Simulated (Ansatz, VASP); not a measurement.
# Cross-check of AlGaAs2 between VASP and Ansatz

Aim: how closely do two programs agree when they are given the same cell, functional and k mesh? The cell is generated by rule, not measured, and may not be a known phase. The cell is taken from a series of runs on this material, whose earlier steps may have relaxed, scaled, displaced or heated it; both programs get it as it stands.

Main program and level: Ansatz 0.2.0; plane waves, with VASP 6.6.1 beside it; relaxation of cell and atoms at PBEsol.

## 1. The structure

The structure is tetragonal, space group P-4m2 (No. 115). Conventional cell: a = 3.999 Å, b = 3.999 Å, c = 11.310 Å, α = 90.00°, β = 90.00°, γ = 90.00°. Al has 4 As at 2.45 Å nearest. As has 4 Al at 2.45 Å nearest. Nearest to As lie 2 Al at 2.45 Å and 2 Ga at 2.45 Å. Nearest to As lie 4 Ga at 2.45 Å. Nearest to Ga lie 4 As at 2.45 Å. Farther neighbours are not listed.

## 2. Ansatz: relaxation of cell and atoms, PBEsol, pair 1

Ansatz runs on its default PAW (the set named soft_2) files.

The relaxed volume is the usual yardstick between codes: in a stiff, nearly cubic crystal its relative difference is about their pressure difference at one cell divided by the bulk modulus.

Input file input.yaml:

```yaml
crystal:
  lattice:
    - [2.8275, 2.8275, 0.0]
    - [-2.8275, 2.8275, 0.0]
    - [0.0, 0.0, 11.31]
  atoms:
    - { symbol: Al, position: [0.0, 0.0, 0.0] }
    - { symbol: Al, position: [0.5, 0.5, 0.25] }
    - { symbol: As, position: [0.5, 0.0, 0.125] }
    - { symbol: As, position: [1.0, 0.5, 0.375] }
    - { symbol: As, position: [0.5, 0.0, 0.625] }
    - { symbol: As, position: [1.0, 0.5, 0.875] }
    - { symbol: Ga, position: [0.0, 0.0, 0.5] }
    - { symbol: Ga, position: [0.5, 0.5, 0.75] }
kpoints:
  mp_grid: { grid: [6, 6, 2] }
hamiltonian:
  xc: pbesol
scf:
  occupations: { method: gaussian, width: 0.02 }
output:
  forces: true
  stress: true
  eigenvalues: true
  write_density: true
  write_potential: true
  elf: true
  volumetric_format: npy
relax:
  adjacent_minimum: "off"
  f_tol: 0.005
  max_steps: 80
  cell: { stress_tol: 0.05 }
```

Launch:

```sh
$ ansatz run input.yaml --threads 8 --pin off --max-ram 14336MiB --backend cpu --events-out ev --progress --plain --runs-dir out
```

Numbers of over 12 decimals in the logs are rounded to 6 here.

Log:

```text
Engine: ansatz 0.2.0, aarch64-unknown-linux-gnu
Pseudopotentials: kind: paw
Pseudopotential: Al, paw, valence charge 3, recommended cutoff 420 eV (normal), Al.paw.azcp
Pseudopotential: As, paw, valence charge 15, recommended cutoff 420 eV (normal), As.paw.azcp
Pseudopotential: Ga, paw, valence charge 13, recommended cutoff 420 eV (normal), Ga.paw.azcp
Functional definition: PBEsol
  exchange = pbesol_x
  correlation = pbesol_c
Crystal: 8 atoms, lattice volume = 180.841 Å³
Basis set: ecut = 420 eV, 3549 PW (Γ), exchange–correlation on 54×54×160 points (8 copies of the dense FFT grid, shifted against one another)
Bands: 56, of which v1, the nominal top of the filled ones, is band 46 counted from 1 (45 counted from 0)
Symmetry: 8 space group operations
Space group: P-4m2 (ITA 115), of the structure as read, at distance tolerance 5.7e-5 Å
k-points: 20 of 72
Non-local potential: Al, projectors of the file, l = 0: 2, l = 1: 2, l = 2: 1
Non-local potential: As, projectors of the file, l = 0: 2, l = 1: 2, l = 2: 3, l = 3: 1
Non-local potential: Ga, projectors of the file, l = 0: 2, l = 1: 2, l = 2: 3, l = 3: 1
PAW form: soft (Blöchl's): semilocal exchange-correlation on the pseudo side does not see the compensation charge
PAW frozen core: Al, regenerated for the run's functional, and the local potential with it (the file was generated under x = pbe(κ = 0.804, μ = 0.219515), c = pbe(β = 0.066725))
PAW frozen core: As, regenerated for the run's functional, and the local potential with it (the file was generated under x = pbe(κ = 0.804, μ = 0.219515), c = pbe(β = 0.066725))
PAW frozen core: Ga, regenerated for the run's functional, and the local potential with it (the file was generated under x = pbe(κ = 0.804, μ = 0.219515), c = pbe(β = 0.066725))
PAW one-centre angular grid: Al, 110 points (default); XC on 64 Gauss nodes
PAW one-centre angular grid: As, 590 points (default); XC on 64 Gauss nodes
PAW one-centre angular grid: Ga, 590 points (default); XC on 64 Gauss nodes
Initial density: superposition of atomic densities (neutral atoms: chi_scale 0, normalization atom), corrected by the library's trained network
Initial wavefunctions: pseudopotential atomic-orbital guess
Functional: x = pbesol(κ = 0.804, μ = 0.123457), c = pbesol(β = 0.046)
SCF iter   1: F=—  HF=-27790.569546 eV  |F-HF|=—  |Δ(HF+E_count)|=         —  Δρ=2.86e-3  dr2=2.68e-2  ethr=1.77e-3  ⟨swp⟩=6.5  Hψ=4256  notcnv=0
preconditioner: auto → Resta (q_TF=auto, 2.438 Å⁻¹)  ε∞=3.5  [insulator: Δε(μ)=1.089 eV  Ē_g=12.507 eV  σ=0.020 eV  W_gap=1.00  n_scr=48 (ndim 8)  ℏωp=19.9 eV  f_vac=0.037  D(μ)=0.00/eV (n_scr^D=0)  ε∞_Penn≈3.5]
SCF iter   2: F=—  HF=-27790.559810 eV  |F-HF|=—  |Δ(HF+E_count)|=   9.74e-3  Δρ=1.59e-3  dr2=7.22e-3  ethr=2.92e-5  ⟨swp⟩=3.0  Hψ=2344  notcnv=0  defer=77
SCF iter   3: F=—  HF=-27790.558930 eV  |F-HF|=—  |Δ(HF+E_count)|=   8.80e-4  Δρ=5.49e-4  dr2=1.04e-3  ethr=7.85e-6  ⟨swp⟩=2.0  Hψ=1677  notcnv=0  defer=77
SCF iter   4: F=—  HF=-27790.558924 eV  |F-HF|=—  |Δ(HF+E_count)|=   5.61e-6  Δρ=2.21e-4  dr2=1.45e-4  ethr=1.14e-6  ⟨swp⟩=2.0  Hψ=1567  notcnv=0  defer=77
SCF iter   5: F=—  HF=-27790.558912 eV  |F-HF|=—  |Δ(HF+E_count)|=   1.17e-5  Δρ=1.15e-4  dr2=1.94e-5  ethr=1.57e-7  ⟨swp⟩=2.0  Hψ=1562  notcnv=0  defer=77
SCF iter   6: F=—  HF=-27790.558951 eV  |F-HF|=—  |Δ(HF+E_count)|=   3.84e-5  Δρ=2.32e-5  dr2=1.01e-6  ethr=2.11e-8  ⟨swp⟩=2.0  Hψ=1562  notcnv=0  defer=77
SCF iter   7: F=—  HF=-27790.558952 eV  |F-HF|=—  |Δ(HF+E_count)|=   8.19e-7  Δρ=6.06e-6  dr2=1.13e-7  ethr=1.10e-9  ⟨swp⟩=2.0  Hψ=1663  notcnv=0  defer=77
SCF iter   8: F=-27790.558952 eV  HF=-27790.558952 eV  |F-HF|=2.47e-9  |Δ(HF+E_count)|=   7.28e-8  Δρ=2.12e-6  dr2=7.99e-9  ethr=1.09e-10  ⟨swp⟩=12.8  Hψ=7971  notcnv=0
SCF 1 converged in 8 iterations: F = -27790.558952 eV  dr2 = 7.99e-9
  greatest PAW one-centre occupation: 0.999 electrons in one spin orbital (limit 2), on the As atom at site 4 (counted from 0), in its partial waves of l = 2
relax step   1: F+E_penalty+E_count = -27790.55895168 eV  Δ(F+E_penalty+E_count) = +0.000e0 eV  max|allowed force component| = 3.543e-2 eV/Å  Δτ_max = 0.0000 Å  P = +0.465 GPa  Ω = 180.841 Å³  (8 SCF iters, dr2 threshold 1.00e-7 eV, accepted)
[...]
relax step   2: F+E_penalty+E_count = -27790.56095589 eV  Δ(F+E_penalty+E_count) = -2.004e-3 eV  max|allowed force component| = 8.227e-3 eV/Å  Δτ_max = 0.0058 Å  P = +0.040 GPa  Ω = 181.901 Å³  energy of the carried Pulay correction = -1.891e-4 eV  (5 SCF iters, dr2 threshold 7.18e-7 eV, accepted)
[...]
relax step   3: F+E_penalty+E_count = -27790.56099020 eV  Δ(F+E_penalty+E_count) = -3.430e-5 eV  max|allowed force component| = 2.468e-3 eV/Å  Δτ_max = 0.0024 Å  P = -0.009 GPa  Ω = 182.030 Å³  energy of the carried Pulay correction = -2.120e-4 eV  (5 SCF iters, dr2 threshold 1.37e-8 eV, accepted)
[...]
relax step   4: F+E_penalty+E_count = -27790.56119174 eV  Δ(F+E_penalty+E_count) = -2.015e-4 eV  max|allowed force component| = 2.471e-3 eV/Å  Δτ_max = 0.0000 Å  P = -0.008 GPa  Ω = 182.030 Å³  stress off target by 1.00e-2 GPa  SCF on the basis re-selected at this cell (its energy is not comparable with the rows above)  (5 SCF iters)
basis re-selected at this cell: Δ(F+E_penalty+E_count) = -2.015e-4 eV, ΔP = +0.001 GPa vs the last step (what re-selecting the basis moved, of the pressure what is left beyond the Pulay correction that the steps carried, after the strain that the cell walked since its last selection, with what the two solves' SCF thresholds leave and, on support functions, any second-order correction that the steps lacked; it is no m [...]
SCF converged after 5 iterations
Free energy (F): -27790.561192 eV
Harris-Foulkes:  -27790.561192 eV  (|F-HF|=1.38e-10)
Internal energy: -27790.561192 eV  (E = F + TS)
E sigma→0 (E₀):  -27790.561192 eV
Fermi energy:    7.633241 eV
--- Per-component energies (eV) ---
  E_band       = -1188.159278
  E_kinetic    = 691.767557
  E_local      = -13454.106215  (includes V_loc(G=0)·N_el)
  E_nonlocal   = -1799.573787
  E_hartree    = 6886.763430
  E_xc         = -530.174354
  E_vxc        = -491.189825  (∫ρ·V_xc dr)
  E_paw        = -11982.382566  (= ΣΔE_a)
  E_vpaw       = 91.416136  (= ΣTr[D̂ρ^β])
  E_aug_tail   = -0.000252  (compensation charges beyond the density's cutoff)
  E_ewald      = -7608.484953
  E_core_change = 5.629948  (= ΣΔE_core)
  E_smearing   = -0.000000  (= −TS)
  E_closure    = -0.000000  (closes the sum)
  Σ components = -27790.561192   (vs F -27790.561192, Δ=0.00e0)
--- Forces (eV/Å), atoms counted from 1 ---
  atom   1  Al    -0.00000000     0.00000000    -0.00134341
  atom   2  Al    -0.00000000     0.00000000     0.00134341
  atom   3  As     0.00000000    -0.00000000     0.00000000
  atom   4  As     0.00000000    -0.00000000     0.00247056
  atom   5  As     0.00000000    -0.00000000     0.00000000
  atom   6  As     0.00000000    -0.00000000    -0.00247056
  atom   7  Ga    -0.00000000     0.00000000     0.00097737
  atom   8  Ga    -0.00000000     0.00000000    -0.00097737
  max |Σ_I F_I| component: 1.59e-16 eV/Å
--- Stress (GPa, compression-positive) ---
       -0.007425      -0.000000       0.000000
       -0.000000      -0.007425      -0.000000
        0.000000      -0.000000      -0.010049
  P = ⅓ Tr σ = -0.0083 GPa (-0.083 kbar)
--- Band table (eV; the first three rows and the last of 20) ---
  k-point 0: bands = [... 42 lower, 5.5772, 7.0985, 7.0985, 7.0999, 8.1666, 8.4298, 8.8955, 9.3787, ... 6 higher]
  k-point 1: bands = [... 42 lower, 6.3889, 6.3889, 6.6364, 6.6364, 8.4801, 8.7984, 9.3127, 9.3704, ... 6 higher]
  k-point 2: bands = [... 42 lower, 5.6752, 5.6945, 6.5130, 7.0093, 8.8159, 9.2976, 9.7712, 9.9829, ... 6 higher]
  k-point 19: bands = [... 42 lower, 4.2588, 4.2939, 4.3160, 4.3387, 9.2673, 9.4971, 9.5912, 9.8217, ... 6 higher]
--- Relaxed structure (3 steps of the walk, 3 accepted, 1 SCFs on fresh bases) ---
  F+E_penalty+E_count = -27790.56119174 eV   max|allowed force component| = 2.471e-3 eV/Å   (the final SCF, on the basis selected at the relaxed cell)
  cell:  # Å, volume = 182.0300 Å³
    - [2.837000, 2.837000, 0]
    - [-2.837000, 2.837000, 0]
    - [0, 0, 11.308220]
  atoms:
    - { symbol: Al, position: [0, 0, -0.00032743] }
    - { symbol: Al, position: [0.5, 0.5, 0.250327] }
    - { symbol: As, position: [0.5, 0, 0.125] }
    - { symbol: As, position: [1.0, 0.5, 0.375297] }
    - { symbol: As, position: [0.5, 0, 0.625] }
    - { symbol: As, position: [1.0, 0.5, 0.874703] }
    - { symbol: Ga, position: [0, 0, 0.500379] }
    - { symbol: Ga, position: [0.5, 0.5, 0.749621] }
```

(Part 1 of 2 ends here.)

[Lines on the potential files, build, host, timing and source positions are cut from VASP's logs without a mark.]

[Logs are printed without paths, hosts, clocks, repeated set-up lines and the standing remarks that a program may print on its own settings, such as how far it seeks lower states.]

[Hosts, paths, dates, database ids (printed as entryN), source tags and the programs' standing remarks are cut or masked in the printed files.]
